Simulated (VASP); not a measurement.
Calculation: PBE GGA, VASP's PBE PAW potentials (set 64) (plane waves; VASP).

Input for VASP

**KPOINTS**
```
Automatic mesh
0
Gamma
6 6 6
0 0 0
```

POSCAR:
```
KI
1.0
  0.0000000000   3.5940898727   3.5940898727
  3.5940898727   0.0000000000   3.5940898727
  3.5940898727   3.5940898727   0.0000000000
K I
1 1
Direct
  0.0000000000   0.0000000000   0.0000000000
  0.5000000000   0.5000000000   0.5000000000
```

INCAR:
```
# general
SYSTEM  = KI
PREC    = Accurate
ENCUT   = 480
LREAL   = .False.   # projection in real space or not
LASPH   = .True.   # aspherical one-centre terms

# electronic loop
EDIFF   = 1E-6   # SCF stop (eV)
NELM    = 100   # most electronic steps
ALGO    = Normal   # blocked Davidson
LMAXMIX = 4   # l cut-off of mixed one-centre charges

# smearing
ISMEAR  = 0
SIGMA   = 0.05

# functional
GGA     = PE   # PBE

# ions
IBRION  = 2   # conjugate gradients
NSW     = 60
ISIF    = 3   # ions, shape and volume
EDIFFG  = -0.01   # ionic stop

# output
LWAVE   = .False.
LCHARG  = .False.
```

POTCAR, in this order: K_sv I (PBE.64 set). Program: vasp_std.

The resulting files:

**OSZICAR**
```
       N       E                     dE             d eps       ncg     rms          rms(c)
DAV:   1     0.948236584326E+02    0.94824E+02   -0.63888E+03   384   0.106E+03
DAV:   2     0.433675568950E+00   -0.94390E+02   -0.88152E+02   480   0.236E+02
DAV:   3    -0.538337768951E+01   -0.58171E+01   -0.57960E+01   504   0.565E+01
DAV:   4    -0.565457350173E+01   -0.27120E+00   -0.27096E+00   704   0.108E+01
DAV:   5    -0.565552159437E+01   -0.94809E-03   -0.94808E-03   492   0.698E-01    0.279E+00
DAV:   6    -0.556411504866E+01    0.91407E-01   -0.13223E-01   460   0.219E+00    0.203E+00
DAV:   7    -0.555805286095E+01    0.60622E-02   -0.13644E-01   476   0.204E+00    0.800E-01
DAV:   8    -0.556425909610E+01   -0.62062E-02   -0.14702E-02   500   0.877E-01    0.105E-01
DAV:   9    -0.556482289544E+01   -0.56380E-03   -0.10806E-03   504   0.207E-01    0.672E-02
DAV:  10    -0.556501344245E+01   -0.19055E-03   -0.19099E-04   452   0.981E-02    0.168E-02
DAV:  11    -0.556502677345E+01   -0.13331E-04   -0.28931E-05   488   0.338E-02    0.115E-02
DAV:  12    -0.556502837039E+01   -0.15969E-05   -0.46102E-06   448   0.164E-02    0.102E-02
DAV:  13    -0.556502878336E+01   -0.41297E-06   -0.11323E-06   356   0.661E-03
   1 F= -.55650288E+01 E0= -.55650288E+01  d E =-.556503E+01
```

**OUTCAR**
```
------------------------ aborting loop because EDIFF is reached ----------------------------------------
  FORCE on cell =-STRESS in cart. coord.  units (eV):
  Direction    XX          YY          ZZ          XY          YZ          ZX
  --------------------------------------------------------------------------------------
  Total       -0.0030188     -0.0030188     -0.0030188      0.0000000     -0.0000000      0.0000000
  in kB       -0.0520893     -0.0520893     -0.0520893      0.0000000     -0.0000000      0.0000000
  external PRESSURE =      -0.0520893 kB  Pullay stress =       0.0000000 kB
  volume of cell :       92.85
      direct lattice vectors                 reciprocal lattice vectors
     0.000000000  3.594089873  3.594089873    -0.139117278  0.139117278  0.139117278
     3.594089873  0.000000000  3.594089873     0.139117278 -0.139117278  0.139117278
     3.594089873  3.594089873  0.000000000     0.139117278  0.139117278 -0.139117278
  FREE ENERGIE OF THE ION-ELECTRON SYSTEM (eV)
  ---------------------------------------------------
  free  energy   TOTEN  =        -5.5650287834 eV

  energy  without entropy=       -5.5650287834  energy(sigma->0) =       -5.56502878

 reached required accuracy - stopping structural energy minimisation
```
(Selected blocks of OUTCAR.)

The compound is KI in the rock salt structure. It was relaxed first, which changed the volume by +5 %. The start is the result of an earlier pass.
